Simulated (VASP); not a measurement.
# Be3CdO4 (Pm-3m) in VASP: a series of runs

One crystal, Be3CdO4, is run at these levels: PBE; tasks: relaxation of cell and atoms.

All numbers are computed with VASP 6.6.1; they aren't measurements. Logs are shortened: lines on timing, memory, paths and dates and some standing lists are left out, and cuts for length are marked.

### 1 Starting point

The structure is cubic, space group Pm-3m (No. 221). The conventional cell has a = 4.547 Å, b = 4.547 Å, c = 4.547 Å, α = 90.00°, β = 90.00°, γ = 90.00°. Around Be (site symmetry 4/mmm) lie 2 Cd at 2.27 Å and 4 O at 2.27 Å. Cd (site symmetry m-3m) has 6 Be at 2.27 Å as nearest neighbours. O (site symmetry 4/mmm) is surrounded by 4 Be at 2.27 Å and 2 O at 2.27 Å. Around O (site symmetry m-3m) lie 6 O at 2.27 Å.

The cell was built by a generator and needn't be a form met in nature.

### 2 Relaxation of cell and atoms, PBE

INCAR reads:

```
SYSTEM = Be3CdO4
  ALGO = Fast
  EDIFF = 1E-4
  EDIFFG = -0.08
  ENCUT = 520
  GGA = PE
  IBRION = 2
  ISIF = 3
  ISMEAR = 0
  LASPH = .TRUE.
  LCHARG = .FALSE.
  LREAL = .FALSE.
  LWAVE = .FALSE.
  NELM = 60
  NSW = 24
  PREC = Normal
  SIGMA = 0.15
```

KPOINTS reads:

```
k-points
0
G
  3 3 3
  0 0 0
```

POSCAR reads:

```
Be3CdO4
1.0
    4.5473954200      0.0000000000      0.0000000000
    0.0000000000      4.5473954200      0.0000000000
    0.0000000000      0.0000000000      4.5473954200
Be Cd O
3 1 4
Direct
    0.5000000000      0.0000000000      0.0000000000
    0.0000000000      0.5000000000      0.0000000000
    0.0000000000      0.0000000000      0.5000000000
    0.0000000000      0.0000000000      0.0000000000
    0.0000000000      0.5000000000      0.5000000000
    0.5000000000      0.0000000000      0.5000000000
    0.5000000000      0.5000000000      0.0000000000
    0.5000000000      0.5000000000      0.5000000000
```

Potentials or basis: VASP PAW PBE potentials, release 64 (Be, Cd, O).

Run with:

```console
$ cat potpaw_PBE.64/Be/POTCAR potpaw_PBE.64/Cd/POTCAR potpaw_PBE.64/O/POTCAR > POTCAR
$ mpirun -np 4 vasp_std > vasp.out
```

OUTCAR:

```text
SYSTEM = Be3CdO4
   EDIFF = 1E-4
   EDIFFG = -0.08
   ENCUT = 520
   GGA = PE
   IBRION = 2
   ISIF = 3
   ISMEAR = 0
   LASPH = .TRUE.
   LREAL = .FALSE.
   NELM = 60
   NSW = 24
   PREC = Normal

 ion  position               nearest neighbor table
   1  0.500  0.000  0.000-   4 2.27   4 2.27
   2  0.000  0.500  0.000-   4 2.27   4 2.27
   3  0.000  0.000  0.500-   4 2.27   4 2.27
   4  0.000  0.000  0.000-   1 2.27   2 2.27   3 2.27   3 2.27   2 2.27   1 2.27
   5  0.000  0.500  0.500-
   6  0.500  0.000  0.500-
   7  0.500  0.500  0.000-
   8  0.500  0.500  0.500-

  LATTYP: Found a simple cubic cell.
 ALAT       =     4.5473954200

  Lattice vectors:

 A1 = (   4.5473954200,   0.0000000000,   0.0000000000)
 A2 = (   0.0000000000,   4.5473954200,   0.0000000000)
 A3 = (   0.0000000000,   0.0000000000,   4.5473954200)

Analysis of symmetry for initial positions (statically):
=====================================================================
 Subroutine PRICEL returns:
 Original cell was already a primitive cell.

 Routine SETGRP: Setting up the symmetry group for a
 simple cubic supercell.

 Subroutine GETGRP returns: Found 48 space group operations
 (whereof 48 operations were pure point group operations)
 out of a pool of 48 trial point group operations.

The static configuration has the point symmetry O_h .

Analysis of symmetry for dynamics (positions and initial velocities):
=====================================================================
 Subroutine PRICEL returns:
 Original cell was already a primitive cell.

 Routine SETGRP: Setting up the symmetry group for a
 simple cubic supercell.

 Subroutine GETGRP returns: Found 48 space group operations
 (whereof 48 operations were pure point group operations)
 out of a pool of 48 trial point group operations.

The dynamic configuration has the point symmetry O_h .

 Subroutine INISYM returns: Found 48 space group operations
 (whereof 48 operations are pure point group operations),
 and found     1 'primitive' translations

----------------------------------------------------------------------------------------

                                     Primitive cell

  volume of cell :      94.0347

  direct lattice vectors                    reciprocal lattice vectors
     4.547395420  0.000000000  0.000000000     0.219906102  0.000000000  0.000000000
     0.000000000  4.547395420  0.000000000     0.000000000  0.219906102  0.000000000
     0.000000000  0.000000000  4.547395420     0.000000000  0.000000000  0.219906102

  length of vectors
     4.547395420  4.547395420  4.547395420     0.219906102  0.219906102  0.219906102

  position of ions in fractional coordinates (direct lattice)
     0.500000000  0.000000000  0.000000000
     0.000000000  0.500000000  0.000000000
     0.000000000  0.000000000  0.500000000
     0.000000000  0.000000000  0.000000000
     0.000000000  0.500000000  0.500000000
     0.500000000  0.000000000  0.500000000
     0.500000000  0.500000000  0.000000000
     0.500000000  0.500000000  0.500000000

  ion indices of the primitive-cell ions
   primitive index   ion index
                 1           1
                 2           2
                 3           3
                 4           4
                 5           5
                 6           6
                 7           7
                 8           8

----------------------------------------------------------------------------------------

 KPOINTS: k-points

Automatic generation of k-mesh.
 Grid dimensions read from file:
 generate k-points for:    3    3    3

 Generating k-lattice:

  Cartesian coordinates                     Fractional coordinates (reciprocal lattice)
     0.073302034  0.000000000  0.000000000     0.333333333  0.000000000  0.000000000
     0.000000000  0.073302034  0.000000000     0.000000000  0.333333333  0.000000000
     0.000000000  0.000000000  0.073302034     0.000000000  0.000000000  0.333333333

  Length of vectors
     0.073302034  0.073302034  0.073302034

  Shift w.r.t. Gamma in fractional coordinates (k-lattice)
     0.000000000  0.000000000  0.000000000

 Subroutine IBZKPT returns following result:
 ===========================================

 Found      4 irreducible k-points:

 Following reciprocal coordinates:
            Coordinates               Weight
  0.000000  0.000000  0.000000      1.000000
  0.333333  0.000000  0.000000      6.000000
  0.333333  0.333333  0.000000     12.000000
  0.333333  0.333333  0.333333      8.000000
   k-points           NKPTS =      4   k-points in BZ     NKDIM =      4   number of bands    NBANDS=     28
   number of dos      NEDOS =    301   number of ions     NIONS =      8
   total plane-waves  NPLWV =  21952
   dimension x,y,z NGX =    28 NGY =   28 NGZ =   28
   dimension x,y,z NGXF=    56 NGYF=   56 NGZF=   56
   ions per type =               3   1   4
   NGX,Y,Z   is equivalent  to a cutoff of  10.24, 10.24, 10.24 a.u.
   NGXF,Y,Z  is equivalent  to a cutoff of  20.47, 20.47, 20.47 a.u.
 SYSTEM =  Be3CdO4
   PREC   = normal    normal or accurate (medium, high low for compatibility)
   ISTART =      0    job   : 0-new  1-cont  2-samecut
   ICHARG =      2    charge: 1-file 2-atom 10-const
   ISPIN  =      1    spin polarized calculation?
   LNONCOLLINEAR =      F non collinear calculations
   LSORBIT =      F    spin-orbit coupling
   LASPH  =      T    aspherical Exc in radial PAW
   ENCUT  =  520.0 eV  38.22 Ry    6.18 a.u.   8.46  8.46  8.46*2*pi/ulx,y,z
   NELM   =     60;   NELMIN=  2; NELMDL= -5     # of ELM steps
   EDIFF  = 0.1E-03   stopping-criterion for ELM
   LREAL  =      F    real-space projection
   EDIFFG = -.8E-01   stopping-criterion for IOM
   NSW    =     24    number of steps for IOM
   IBRION =      2    ionic relax: 0-MD 1-quasi-New 2-CG
   NFREE  =      1    steps in history (QN), initial steepest desc. (CG)
   ISIF   =      3    stress and relaxation
   ISYM   =      2    0-nonsym 1-usesym 2-fastsym
   POTIM  = 0.5000    time-step for ionic-motion
   TEBEG  =    0.0;   TEEND  =   0.0 temperature during run
   PSTRESS=    0.0 pullay stress
   NELECT =      42.0000    total number of electrons
   NUPDOWN=      -1.0000    fix difference up-down
   EMIN   =  10.00;   EMAX   =-10.00  energy-range for DOS
   EFERMI =   0.00;   METHOD = LEGACY
   ISMEAR =     0;   SIGMA  =   0.15  broadening in eV -4-tet -1-fermi 0-gaus
   EFERMI_NEDOS =   21; number of points for ismear=-14 and -15
   IALGO  =     68    algorithm
   IMIX   =      4    mixing-type and parameters
     AMIX     =   0.40;   BMIX     =  1.00
     AMIX_MAG =   1.60;   BMIX_MAG =  1.00
  volume/ion in A,a.u.               =      11.75        79.32
  Fermi-wavevector in a.u.,A,eV,Ry     =   1.251397  2.364798 21.306658  1.565995
  Thomas-Fermi vector in A             =   2.385347
   LORBIT       =      0    0 simple, 1 ext, 2 COOP (PROOUT), +10 PAW based schemes
   GGA     = PE    functional components
   LHFCALC =     F    Hartree Fock is set to
   AEXX    =    0.0000 exact exchange contribution
   IVDW    =     0    specifies the selected vdW correction
   LEPSILON=     F    determine dielectric tensor
   LRPA    =     F    only Hartree local field effects (RPA)
 conjugate gradient relaxation of ions
 non-spin polarized calculation
 RMM-DIIS sequential band-by-band and
 Gauss-broadening in eV      SIGMA  =   0.15
  energy-cutoff  :      520.00
  volume of cell :       94.03
 maximum number of plane-waves:      2546
   NGX = 17   NGY = 17   NGZ = 17

--------------------------------------- Ionic step        1  -------------------------------------------

 number of electron      41.9999937 magnetization

 Free energy of the ion-electron system (eV)
  ---------------------------------------------------
  ext. energy  EPLUGINS =         0.00000000
  ---------------------------------------------------
  free energy    TOTEN  =       -26.65394208 eV

  energy without entropy =      -26.51538238  energy(sigma->0) =      -26.58466223

------------------------ aborting loop because EDIFF is reached ----------------------------------------

  FORCE on cell =-STRESS in cart. coord.  units (eV):
  Direction    XX          YY          ZZ          XY          YZ          ZX
  --------------------------------------------------------------------------------------
  -------------------------------------------------------------------------------------
  Total       -6.7079521     -6.7079521     -6.7079521     -0.0000000     -0.0000000     -0.0000000
  in kB     -114.2910896   -114.2910896   -114.2910896     -0.0000000     -0.0000000     -0.0000000
  external PRESSURE =    -114.2910896 kB  Pullay stress =       0.0000000 kB
[... 27 lines left out ...]
  energy  without entropy=      -26.5153823769  energy(sigma->0) =      -26.58466223

--------------------------------------- Ionic step        2  -------------------------------------------

 number of electron      42.0000062 magnetization

 E-fermi :   3.6615     XC(G=0): -10.7997

 val. band max:        3.5801886713   @ k =   0.3333   0.3333   0.0000
 cond. band min:       3.7135467017   @ k =   0.3333   0.3333   0.0000
 fundamental gap:      0.1333580304
 Fermi energy:         3.6614644727

 k-point     1 :       0.0000    0.0000    0.0000
  band No.  band energies     occupation
      1     -15.4825      2.00000
      2     -13.6893      2.00000
      3     -13.6893      2.00000
      4     -11.7480      2.00000
      5      -7.4257      2.00000
      6      -7.4257      2.00000
[... 152 lines left out ...]
  energy  without entropy=      -27.0248816538  energy(sigma->0) =      -27.08847300

--------------------------------------- Ionic step        3  -------------------------------------------

 number of electron      42.0000057 magnetization

 Free energy of the ion-electron system (eV)
  ---------------------------------------------------
  ext. energy  EPLUGINS =         0.00000000
  ---------------------------------------------------
  free energy    TOTEN  =       -27.16330958 eV

  energy without entropy =      -27.03911645  energy(sigma->0) =      -27.10121301

 E-fermi :   3.8697     XC(G=0): -10.8989

 val. band max:        3.7887048779   @ k =   0.3333   0.3333   0.0000
 cond. band min:       3.9073484079   @ k =   0.3333   0.3333   0.0000
 fundamental gap:      0.1186435300
 Fermi energy:         3.8696512721

 k-point     1 :       0.0000    0.0000    0.0000
  band No.  band energies     occupation
      1     -15.4323      2.00000
      2     -13.5648      2.00000
      3     -13.5648      2.00000
      4     -11.5445      2.00000
      5      -7.3081      2.00000
      6      -7.3081      2.00000
[... 148 lines left out ...]
  FREE ENERGIE OF THE ION-ELECTRON SYSTEM (eV)
  ---------------------------------------------------
  free  energy   TOTEN  =       -27.1633095764 eV

  energy  without entropy=      -27.0391164466  energy(sigma->0) =      -27.10121301

 reached required accuracy - stopping structural energy minimisation
```

It took 7.4 s on 4 MPI ranks of AMD EPYC 9R45 (Zen 5), shared host; peak memory 0.09 GiB.

Results:

| Property | Result |
| --- | --- |
| Free energy | -27.1633 eV |
| Relaxed volume | 10.17 Å³/atom |
| Relaxed cell | a = 4.333 Å, b = 4.333 Å, c = 4.333 Å, α = 90.00°, β = 90.00°, γ = 90.00° |
| Space group after relaxing (to 0.05 Å) | Pm-3m (No. 221) |
| Energy gained by relaxing | 63.7 meV/atom |
| Ionic steps | 3 |
| Pressure after relaxing | -0.4 GPa |
| Band gap on the k mesh | none (metal or under the smearing width) |

Step by step:
```tsv
step	energy change (eV)	largest force (eV/Å)	pressure (GPa)	volume (Å³)
1	0.0000	0.0000	-11.43	94.03
2	-0.4981	0.0000	-2.20	83.08
3	-0.5094	0.0000	-0.36	81.33
```

Final structure:
```yaml
crystal:
  lattice:
    - [4.33269, 0.00000, 0.00000]
    - [0.00000, 4.33269, 0.00000]
    - [0.00000, 0.00000, 4.33269]
  atoms:
    - { symbol: Be, position: [0.50000, 0.00000, 0.00000] }
    - { symbol: Be, position: [0.00000, 0.50000, 0.00000] }
    - { symbol: Be, position: [0.00000, 0.00000, 0.50000] }
    - { symbol: Cd, position: [0.00000, 0.00000, 0.00000] }
    - { symbol: O, position: [0.00000, 0.50000, 0.50000] }
    - { symbol: O, position: [0.50000, 0.00000, 0.50000] }
    - { symbol: O, position: [0.50000, 0.50000, 0.00000] }
    - { symbol: O, position: [0.50000, 0.50000, 0.50000] }
```

Caveat: the k mesh is coarse (spacing up to 0.46 Å⁻¹), so the values aren't converged; the relaxation stopped at a loose force limit of 0.08 eV/Å, so its end isn't a converged minimum.

### 3 Relaxation of cell and atoms, PBE

This run uses another cell than the first one, of 10.78 Å³/atom, 0.917 times its volume.

Edit INCAR of step 2 so:

```diff
@@ -9,2 +9,3 @@
   ISMEAR = 0
+  KPAR = 4
   LASPH = .TRUE.
```

KPOINTS reads:

```
k-points
0
G
  4 4 3
  0 0 0
```

POSCAR reads:

```
Be3CdO4
1.0
    4.0480989400      0.0000000000      0.0000000000
   -2.0240494700      3.5057565200      0.0000000000
    0.0000000000      0.0000000000      6.0771961000
Be Cd O
3 1 4
Direct
    0.5000000000      0.0000000000      0.5000000000
    0.0000000000      0.5000000000      0.5000000000
    0.5000000000      0.5000000000      0.5000000000
    0.0000000000      0.0000000000      0.0000000000
    0.3333333300      0.6666666700      0.7872725200
    0.6666666700      0.3333333300      0.7872725200
    0.6666666700      0.3333333300      0.2127274800
    0.3333333300      0.6666666700      0.2127274800
```

Potentials or basis: VASP PAW PBE potentials, release 64 (Be, Cd, O).

Run with:

```console
$ cat potpaw_PBE.64/Be/POTCAR potpaw_PBE.64/Cd/POTCAR potpaw_PBE.64/O/POTCAR > POTCAR
$ mpirun -np 4 vasp_std > vasp.out
```

It took 22 s on 4 MPI ranks of AMD EPYC 9R45 (Zen 5), shared host; peak memory 0.14 GiB.

It converged, with:

* Free energy: -42.2369 eV
* Relaxed volume: 10.45 Å³/atom
* Relaxed cell: a = 4.325 Å, b = 4.325 Å, c = 5.163 Å, α = 90.00°, β = 90.00°, γ = 120.00°
* Space group after relaxing (to 0.05 Å): P6/mmm (No. 191)
* Energy gained by relaxing: 1397.9 meV/atom
* Ionic steps: 12
* Pressure after relaxing: 0.6 GPa
* Largest force after relaxing: 0.006 eV/Å
* Band gap on the k mesh: 0.15 eV, indirect (least direct gap 0.36 eV)

Forces on the atoms (eV/Å):
```
Be   0.000  0.000  0.000
Be   0.000  0.000  0.000
Be   0.000  0.000  0.000
Cd   0.000  0.000  0.000
O    0.000  0.000 -0.006
O    0.000  0.000 -0.006
O    0.000  0.000  0.006
O    0.000  0.000  0.006
```

Stress tensor (GPa, compression positive):
```
0.44 0.00 0.00
0.00 0.44 0.00
0.00 0.00 0.94
```

Step by step:
| step | energy change (eV) | largest force (eV/Å) | pressure (GPa) | volume (Å³) |
| --- | --- | --- | --- | --- |
| 1 | 0.0000 | 4.2142 | -10.33 | 86.25 |
| 2 | -9.9074 | 3.7919 | 0.06 | 76.34 |
| 3 | -10.5291 | 1.5690 | 9.20 | 73.84 |
| 4 | -10.5235 | 1.2678 | 10.38 | 73.56 |
| 5 | -10.9285 | 0.6468 | 6.18 | 79.65 |
| 6 | -10.9294 | 0.8128 | 5.85 | 80.33 |
| 7 | -11.0075 | 1.0767 | -7.58 | 87.88 |
| 8 | -11.0865 | 0.3283 | -2.49 | 84.66 |
| 9 | -11.1628 | 0.3053 | -1.33 | 84.18 |
| 10 | -11.1770 | 0.3289 | -0.58 | 83.87 |
| 11 | -11.1720 | 0.3720 | 2.03 | 83.31 |
| 12 | -11.1832 | 0.0058 | 0.61 | 83.63 |

Final structure:
```
Be Cd O
1.0
     4.32474    0.00000    0.00000
    -2.16237    3.74534    0.00000
     0.00000    0.00000    5.16281
Be Cd O
3 1 4
Cartesian
  2.1624 0.0000 2.5814
  3.2436 1.8727 2.5814
  1.0812 1.8727 2.5814
  4.3247 0.0000 0.0000
  0.0000 2.4969 3.7101
  2.1624 1.2484 3.7101
  2.1624 1.2484 1.4527
  0.0000 2.4969 1.4527
```

Levels at points of the mesh, in eV from the valence-band top:
```csv
k point,band 19,band 20,band 21,band 22,band 23,band 24
"(0.00, 0.00, 0.00)",-1.01,-1.00,-1.00,0.15,4.73,5.16
"(0.50, 0.00, 0.00)",-0.56,-0.51,-0.26,1.00,2.83,5.49
```

Caveat: the k mesh is coarse (spacing up to 0.45 Å⁻¹), so the values aren't converged; an odd mesh through Γ misses points on the zone boundary, where band edges often lie; the relaxation stopped at a loose force limit of 0.08 eV/Å, so its end isn't a converged minimum.

(Continued in part 2 of 2.)
